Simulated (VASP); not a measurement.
## What goes wrong when the gap of SiC (Moissanite 3C) is computed with a bad input

Aim: see how common mistakes in a band-structure run show up, on SiC (Moissanite 3C). The starting structure is a measured crystal structure from the Crystallography Open Database. Cell and atoms stay as given unless a step says otherwise.

Program: VASP 6.6.1. Level of theory: Kohn-Sham DFT with plane waves and PAW; LDA. Results are calculated unless marked as measured.

### Step 1. Set-up

The structure is cubic, space group F-43m (No. 216). Conventional cell: a = 4.358 Å, b = 4.358 Å, c = 4.358 Å, α = 90.00°, β = 90.00°, γ = 90.00°. Nearest to Si lie 4 C at 1.89 Å. Nearest to C lie 4 Si at 1.89 Å. Farther neighbours are not listed.

Coordinates:

```cif
data_structure
_symmetry_space_group_name_H-M 'F-43m'
_symmetry_Int_Tables_number 216
_cell_length_a 4.3580
_cell_length_b 4.3580
_cell_length_c 4.3580
_cell_angle_alpha 90.000
_cell_angle_beta 90.000
_cell_angle_gamma 90.000
_cell_volume 82.77
loop_
_atom_site_label
_atom_site_type_symbol
_atom_site_symmetry_multiplicity
_atom_site_Wyckoff_symbol
_atom_site_fract_x
_atom_site_fract_y
_atom_site_fract_z
_atom_site_occupancy
Si1 Si 4 a 0.00000 0.00000 0.00000 1
C1 C 4 c 0.25000 0.25000 0.25000 1
```

### Step 2. Reference bands

INCAR reads:

```
SYSTEM = SiC
PREC = Accurate
ENCUT = 460
EDIFF = 1E-06
NELM = 100
ISMEAR = 0
SIGMA = 0.03
LREAL = .FALSE.
ALGO = Normal
GGA = CA
NBANDS = 16
LORBIT = 11
LWAVE = .FALSE.
LCHARG = .FALSE.
KPAR = 4
```

POSCAR reads:

```
SiC
1.0
    0.0000000000      2.1790000000      2.1790000000
    2.1790000000      0.0000000000      2.1790000000
    2.1790000000      2.1790000000      0.0000000000
Si C
1 1
Direct
    0.0000000000      0.0000000000      0.0000000000
    0.7500000000      0.7500000000      0.7500000000
```

KPOINTS reads:

```
Automatic mesh
0
Gamma
8 8 8
0 0 0
```

KPOINTS_OPT reads:

```
Line mode
10
Line-mode
Reciprocal
  0.00000000   0.00000000   0.00000000 GAMMA
  0.50000000   0.00000000   0.50000000 X

  0.50000000   0.00000000   0.50000000 X
  0.50000000   0.25000000   0.75000000 W

  0.50000000   0.25000000   0.75000000 W
  0.37500000   0.37500000   0.75000000 K

  0.37500000   0.37500000   0.75000000 K
  0.00000000   0.00000000   0.00000000 GAMMA

  0.00000000   0.00000000   0.00000000 GAMMA
  0.50000000   0.50000000   0.50000000 L

  0.50000000   0.50000000   0.50000000 L
  0.62500000   0.25000000   0.62500000 U

  0.62500000   0.25000000   0.62500000 U
  0.50000000   0.25000000   0.75000000 W

  0.50000000   0.25000000   0.75000000 W
  0.50000000   0.50000000   0.50000000 L

  0.50000000   0.50000000   0.50000000 L
  0.37500000   0.37500000   0.75000000 K

  0.62500000   0.25000000   0.62500000 U
  0.50000000   0.00000000   0.50000000 X
```

The projector-augmented-wave data sets are Si and C (LDA family, release 64).

Run with:

```sh
$ mpirun -np 4 vasp_std
```

Log:

```text
[banner, memory and clock lines left out]
running    4 mpi-ranks, on    1 nodes
 distrk:  each k-point on    1 cores,    4 groups
 distr:  one band on    1 cores,    1 groups

 POSCAR found type information on POSCAR SiC
 POSCAR found :  2 types and       2 ions
 LDA part: xc-table for (Slater(with rela. corr.)+CA(PZ))
 , standard interpolation
 POSCAR, INCAR and KPOINTS ok, starting setup
 FFT: planning ... GRIDC
 FFT: planning ... GRID_SOFT
 FFT: planning ... GRID
 WAVECAR not read
 entering main loop
       N       E                     dE             d eps       ncg     rms          rms(c)
DAV:   1     0.146316734233E+00    0.14632E+00   -0.33842E+03   968   0.381E+02
DAV:   2    -0.182915499154E+02   -0.18438E+02   -0.17864E+02  1264   0.886E+01
DAV:   3    -0.186712736398E+02   -0.37972E+00   -0.37948E+00  1072   0.960E+00
DAV:   4    -0.186721361713E+02   -0.86253E-03   -0.86252E-03  1304   0.600E-01
DAV:   5    -0.186721387729E+02   -0.26016E-05   -0.26015E-05  1048   0.293E-02    0.906E+00
DAV:   6    -0.167254212581E+02    0.19467E+01   -0.58961E+00  1200   0.814E+00    0.380E+00
DAV:   7    -0.166598144589E+02    0.65607E-01   -0.39831E-01  1256   0.271E+00    0.188E+00
DAV:   8    -0.166391721341E+02    0.20642E-01   -0.23419E-02  1080   0.725E-01    0.163E-01
DAV:   9    -0.166385819774E+02    0.59016E-03   -0.28773E-03  1192   0.212E-01    0.877E-02
DAV:  10    -0.166385918681E+02   -0.98907E-05   -0.12272E-04  1096   0.538E-02    0.337E-02
DAV:  11    -0.166385924318E+02   -0.56375E-06   -0.14173E-06  1240   0.576E-03
   1 F= -.16638592E+02 E0= -.16638592E+02  d E =-.175861E-17
 Start KPOINTS_OPT (optional k-point list driver)
k-point batch [1-29\100]
       N       E                     dE             ncg
DAV:   1     0.993866066298E+03   -0.74605E+04      952
DAV:   2     0.488035678396E+03   -0.50583E+03     1264
DAV:   3     0.477236354856E+03   -0.10799E+02     1128
DAV:   4     0.477213429342E+03   -0.22926E-01     1200
DAV:   5     0.477213365249E+03   -0.64093E-04     1160
DAV:   6     0.477213365011E+03   -0.23818E-06     1104
[...]
k-point batch [88-100\100]
       N       E                     dE             ncg
DAV:   1     0.575733865590E+04   -0.43645E+04      448
DAV:   2     0.553242912683E+04   -0.22491E+03      536
DAV:   3     0.552877180419E+04   -0.36573E+01      552
DAV:   4     0.552876419631E+04   -0.76079E-02      504
DAV:   5     0.552876417466E+04   -0.21651E-04      536
DAV:   6     0.552876417457E+04   -0.87616E-07      464
```

Elapsed: 6.8 s, on 4 MPI ranks of AMD EPYC 7R43, shared host; peak memory 0.38 GiB.

Lines that name or quote the potential files are left out of all logs, and their timing lines are given in words.

OUTCAR, selected parts (step 2):

```text
ion  position               nearest neighbor table
   1  0.000  0.000  0.000-   2 1.89   2 1.89   2 1.89   2 1.89
   2  0.750  0.750  0.750-   1 1.89   1 1.89   1 1.89   1 1.89

  LATTYP: Found a face centered cubic cell.
 ALAT       =     4.3580000000

 Subroutine GETGRP returns: Found 24 space group operations
 (whereof 24 operations were pure point group operations)

The static configuration has the point symmetry T_d .

 Found     29 irreducible k-points:

   k-points           NKPTS =     29   k-points in BZ     NKDIM =     29   number of bands    NBANDS=     16

   dimension x,y,z NGX =    24 NGY =   24 NGZ =   24
   dimension x,y,z NGXF=    48 NGYF=   48 NGZF=   48

   ENCUT  =  460.0 eV  33.81 Ry    5.81 a.u.   5.39  5.39  5.39*2*pi/ulx,y,z

   NELECT =       8.0000    total number of electrons

 k-points in reciprocal lattice and weights: Automatic mesh
   0.00000000  0.00000000  0.00000000       0.002
   0.12500000  0.00000000  0.00000000       0.016
   0.25000000  0.00000000  0.00000000       0.016
   0.37500000  0.00000000  0.00000000       0.016
   0.50000000  0.00000000  0.00000000       0.008
   0.12500000  0.12500000  0.00000000       0.012
   0.25000000  0.12500000  0.00000000       0.047
   0.37500000  0.12500000  0.00000000       0.047
   0.50000000  0.12500000  0.00000000       0.047
[...]
-0.37500000  0.50000000  0.12500000       0.023
  -0.25000000  0.50000000  0.25000000       0.012

 average (electrostatic) potential at core
       1 -81.9331       2 -49.0309

 E-fermi :   8.2319

 k-point     1 :       0.0000    0.0000    0.0000
  band No.  band energies     occupation
      1      -7.2536      2.00000
      2       8.0631      2.00000
      3       8.0631      2.00000
      4       8.0631      2.00000
      5      14.3537      0.00000
      6      15.2538      0.00000
      7      15.2538      0.00000
      8      15.2538      0.00000
      9      22.5223      0.00000
    ...

 k-point     2 :       0.1250    0.0000    0.0000
  band No.  band energies     occupation
      1      -6.9479      2.00000
      2       6.5922      2.00000
      3       7.8606      2.00000
      4       7.8606      2.00000
      5      14.5171      0.00000
      6      15.6040      0.00000
      7      15.6040      0.00000
      8      15.8200      0.00000
      9      21.2846      0.00000
    ...

 k-point     3 :       0.2500    0.0000    0.0000
  band No.  band energies     occupation
      1      -6.0525      2.00000
      2       3.7915      2.00000
      3       7.4543      2.00000
      4       7.4543      2.00000
      5      14.0042      0.00000
      6      15.8587      0.00000
      7      15.8587      0.00000
      8      17.3168      0.00000
      9      21.0985      0.00000
    ...

  Total       -0.5297078     -0.5297078     -0.5297078      0.0000000     -0.0000000      0.0000000
  in kB      -41.0152383    -41.0152383    -41.0152383      0.0000000     -0.0000000      0.0000000
  external PRESSURE =     -41.0152383 kB  Pullay stress =       0.0000000 kB

  energy-cutoff  :      460.00
  volume of cell :       20.69
      direct lattice vectors                 reciprocal lattice vectors
     0.000000000  2.179000000  2.179000000    -0.229463056  0.229463056  0.229463056
     2.179000000  0.000000000  2.179000000     0.229463056 -0.229463056  0.229463056
     2.179000000  2.179000000  0.000000000     0.229463056  0.229463056 -0.229463056

 POSITION                                       TOTAL-FORCE (eV/Angst)
 -----------------------------------------------------------------------------------
      0.00000      0.00000      0.00000        -0.000000     -0.000000     -0.000000
      3.26850      3.26850      3.26850         0.000000      0.000000      0.000000
 -----------------------------------------------------------------------------------
    total drift:                               -0.000000     -0.000000     -0.000000

  FREE ENERGIE OF THE ION-ELECTRON SYSTEM (eV)
  ---------------------------------------------------
  free  energy   TOTEN  =       -16.6385924318 eV

  energy  without entropy=      -16.6385924318  energy(sigma->0) =      -16.63859243

 total charge
# of ion       s       p       d       tot
------------------------------------------
    1        0.713   0.982   0.000   1.695
    2        0.830   1.711   0.000   2.540
--------------------------------------------------
tot          1.542   2.693   0.000   4.236

[... 3 further parts left out ...]
```

At this level the cell is under a tension of 4.1 GPa, so at these settings it is away from equilibrium.

The reference gap is 1.303 eV.

### Step 3. Bands with too few electronic steps

A slip made on purpose: too few electronic steps. Against step 2 the input has NELM = 4.

INCAR, as its differences from that of step 2:

```diff
@@ -4,3 +4,3 @@
 EDIFF = 1E-06
-NELM = 100
+NELM = 4
 ISMEAR = 0
```

POSCAR is that of step 2.

KPOINTS is that of step 2.

KPOINTS_OPT is that of step 2.

Run with:

```sh
$ mpirun -np 4 vasp_std
```

Log:

```text
[... set-up lines as in an earlier step ...]
 entering main loop
       N       E                     dE             d eps       ncg     rms          rms(c)
[... 4 cycles as in an earlier step ...]
 -----------------------------------------------------------------------------
|                                                                             |
|           W    W    AA    RRRRR   N    N  II  N    N   GGGG   !!!           |
|           W    W   A  A   R    R  NN   N  II  NN   N  G    G  !!!           |
|           W    W  A    A  R    R  N N  N  II  N N  N  G       !!!           |
|           W WW W  AAAAAA  RRRRR   N  N N  II  N  N N  G  GGG   !            |
|           WW  WW  A    A  R   R   N   NN  II  N   NN  G    G                |
|           W    W  A    A  R    R  N    N  II  N    N   GGGG   !!!           |
|                                                                             |
|     The electronic self-consistency was not achieved in the given           |
|     number of steps (NELM). The forces and other quantities evaluated       |
|     might not be reliable so examine the results carefully. If you find     |
|     spurious results, we suggest increasing NELM, if you were close to      |
|     convergence or switching to a different ALGO or adjusting the           |
|     density mixing parameters otherwise.                                    |
|                                                                             |
 -----------------------------------------------------------------------------

   1 F= -.18672136E+02 E0= -.18672136E+02  d E =-.102463E-22
 Start KPOINTS_OPT (optional k-point list driver)
k-point batch [1-29\100]
       N       E                     dE             ncg
DAV:   1     0.922951261885E+03   -0.75315E+04      952
DAV:   2     0.410366965146E+03   -0.51258E+03     1264
DAV:   3     0.399408088918E+03   -0.10959E+02     1144
DAV:   4     0.399384160693E+03   -0.23928E-01     1184
[...]
k-point batch [88-100\100]
       N       E                     dE             ncg
DAV:   1     0.572536452949E+04   -0.43964E+04      448
DAV:   2     0.549807174239E+04   -0.22729E+03      544
DAV:   3     0.549433885766E+04   -0.37329E+01      552
DAV:   4     0.549433087376E+04   -0.79839E-02      504
```

Run time: 4.6 s. Hardware: 4 MPI ranks; peak memory 0.37 GiB.

OUTCAR, selected parts (step 3):

```text
  Total        8.9348457      8.9348457      8.9348457      0.0000000      0.0000000      0.0000000
  in kB      691.8245242    691.8245242    691.8245242      0.0000000      0.0000000      0.0000000
  external PRESSURE =     691.8245242 kB  Pullay stress =       0.0000000 kB

 POSITION                                       TOTAL-FORCE (eV/Angst)
 -----------------------------------------------------------------------------------
      0.00000      0.00000      0.00000        -0.000000      0.000000      0.000000
      3.26850      3.26850      3.26850         0.000000     -0.000000      0.000000
 -----------------------------------------------------------------------------------
    total drift:                               -0.000000     -0.000000     -0.000000

  FREE ENERGIE OF THE ION-ELECTRON SYSTEM (eV)
  ---------------------------------------------------
  free  energy   TOTEN  =       -18.6721361713 eV

  energy  without entropy=      -18.6721361713  energy(sigma->0) =      -18.67213617

[... 2 parts as in an earlier step ...]

[... 1 further part left out ...]
[key lines of the parts left out:]
E-fermi :   6.0079
```

The electronic loop didn't reach EDIFF within its 4 cycles (NELM).

### Step 4. Bands with no empty bands

A slip made on purpose: no empty bands. Against step 2 the input has NBANDS = 4 and no band path (also changed: NELM).

INCAR, as its differences from that of step 3:

```diff
@@ -4,3 +4,3 @@
 EDIFF = 1E-06
-NELM = 4
+NELM = 60
 ISMEAR = 0
@@ -10,3 +10,3 @@
 GGA = CA
-NBANDS = 16
+NBANDS = 4
 LORBIT = 11
```

POSCAR is that of step 3.

KPOINTS is that of step 3.

Run with:

```sh
$ mpirun -np 4 vasp_std
```

Log:

```text
[... set-up lines as in an earlier step ...]
 entering main loop
       N       E                     dE             d eps       ncg     rms          rms(c)
DAV:   1     0.267704822851E+02    0.26770E+02   -0.35596E+03   236   0.153E+03
DAV:   2    -0.173477364380E+02   -0.44118E+02   -0.44118E+02   396   0.234E+02
DAV:   3    -0.186437111807E+02   -0.12960E+01   -0.12960E+01   232   0.567E+01
DAV:   4    -0.186712149165E+02   -0.27504E-01   -0.27504E-01   256   0.744E+00
[...]
DAV:  10    -0.166385957963E+02   -0.48285E-06   -0.18225E-04   232   0.159E-01    0.281E-02
DAV:  11    -0.166385925136E+02    0.32827E-05   -0.26732E-05   232   0.652E-02    0.145E-02
DAV:  12    -0.166385923387E+02    0.17482E-06   -0.44342E-07   116   0.119E-02
 -----------------------------------------------------------------------------
|                                                                             |
|           W    W    AA    RRRRR   N    N  II  N    N   GGGG   !!!           |
|           W    W   A  A   R    R  NN   N  II  NN   N  G    G  !!!           |
|           W    W  A    A  R    R  N N  N  II  N N  N  G       !!!           |
|           W WW W  AAAAAA  RRRRR   N  N N  II  N  N N  G  GGG   !            |
|           WW  WW  A    A  R   R   N   NN  II  N   NN  G    G                |
|           W    W  A    A  R    R  N    N  II  N    N   GGGG   !!!           |
|                                                                             |
|     Your highest band is occupied at some k-points! Unless you are          |
|     performing a calculation for an insulator or semiconductor, without     |
|     unoccupied bands, you have included TOO FEW BANDS!! Please increase     |
|     the parameter NBANDS in file INCAR to ensure that the highest band      |
|     is unoccupied at all k-points. It is always recommended to include      |
|     a few unoccupied bands to accelerate the convergence of                 |
|     molecular-dynamics runs (even for insulators or semiconductors),        |
|     since the presence of unoccupied bands improves wavefunction            |
|     prediction and helps to suppress 'band-crossings'.                      |
|                                                                             |
 -----------------------------------------------------------------------------

   1 F= -.16638592E+02 E0= -.16638592E+02  d E =-.146407E-14
```

The job ended after 1.8 s (4 MPI ranks; peak memory 0.32 GiB; 4.5 s of CPU time).

From OUTCAR (step 4):

```text
  Total       -0.5301625     -0.5301625     -0.5301625     -0.0000000      0.0000000      0.0000000
  in kB      -41.0504478    -41.0504478    -41.0504478     -0.0000000      0.0000000      0.0000000
  external PRESSURE =     -41.0504478 kB  Pullay stress =       0.0000000 kB

  FREE ENERGIE OF THE ION-ELECTRON SYSTEM (eV)
  ---------------------------------------------------
  free  energy   TOTEN  =       -16.6385923387 eV

  energy  without entropy=      -16.6385923387  energy(sigma->0) =      -16.63859234

[... 2 parts as in an earlier step ...]

[... 2 further parts left out ...]
[key lines of the parts left out:]
E-fermi :   8.2131
```

The run converges, yet it holds no empty band, so no gap can be read from it.

### Step 5. Bands with a cutoff far too low

A slip made on purpose: a cutoff far too low. Against step 2 the input has ENCUT = 180 (also changed: NELM).

INCAR, as its differences from that of step 4:

```diff
@@ -2,3 +2,3 @@
 PREC = Accurate
-ENCUT = 460
+ENCUT = 180
 EDIFF = 1E-06
@@ -10,3 +10,3 @@
 GGA = CA
-NBANDS = 4
+NBANDS = 16
 LORBIT = 11
```

POSCAR is that of step 4.

KPOINTS is that of step 4.

KPOINTS_OPT is that of step 3.

Run with:

```sh
$ mpirun -np 4 vasp_std
```

Log:

```text
[... set-up lines as in an earlier step ...]
 entering main loop
       N       E                     dE             d eps       ncg     rms          rms(c)
DAV:   1    -0.690586066044E+01   -0.69059E+01   -0.20247E+03  1064   0.189E+02
DAV:   2    -0.178205659775E+02   -0.10915E+02   -0.10620E+02  1248   0.535E+01
DAV:   3    -0.179423962379E+02   -0.12183E+00   -0.12182E+00  1032   0.474E+00
DAV:   4    -0.179424672050E+02   -0.70967E-04   -0.70967E-04  1296   0.139E-01
[...]
DAV:   9    -0.167702336668E+02    0.20141E-03   -0.13066E-03  1136   0.134E-01    0.724E-02
DAV:  10    -0.167702205003E+02    0.13167E-04   -0.89993E-05  1152   0.362E-02    0.135E-02
DAV:  11    -0.167702201893E+02    0.31096E-06   -0.19840E-06  1000   0.627E-03
   1 F= -.16770220E+02 E0= -.16770220E+02  d E =-.365005E-13
 Start KPOINTS_OPT (optional k-point list driver)
k-point batch [1-29\100]
       N       E                     dE             ncg
DAV:   1     0.795857827818E+03   -0.48013E+04     1008
DAV:   2     0.480657835872E+03   -0.31520E+03     1280
DAV:   3     0.477372735556E+03   -0.32851E+01      992
DAV:   4     0.477370823885E+03   -0.19117E-02     1328
DAV:   5     0.477370822426E+03   -0.14590E-05      984
DAV:   6     0.477370822424E+03   -0.16866E-08     1128
[...]
k-point batch [88-100\100]
       N       E                     dE             ncg
DAV:   1     0.347397006889E+04   -0.26980E+04      472
DAV:   2     0.331550167486E+04   -0.15847E+03      608
DAV:   3     0.331353226938E+04   -0.19694E+01      424
DAV:   4     0.331353083813E+04   -0.14313E-02      608
DAV:   5     0.331353083682E+04   -0.13025E-05      424
DAV:   6     0.331353083682E+04   -0.12406E-08      528
```

Wall time 2.6 s (4 MPI ranks); peak memory 0.3 GiB.

(Part 1 of 2 ends here.)

[Lines on the potential files, build, host, timing and source positions are cut from VASP's logs without a mark.]

[Logs are printed without paths, hosts, clocks, repeated set-up lines and the standing remarks that a program may print on its own settings, such as how far it seeks lower states.]

[Hosts, paths, dates, database ids (printed as entryN), source tags and the programs' standing remarks are cut or masked in the printed files.]
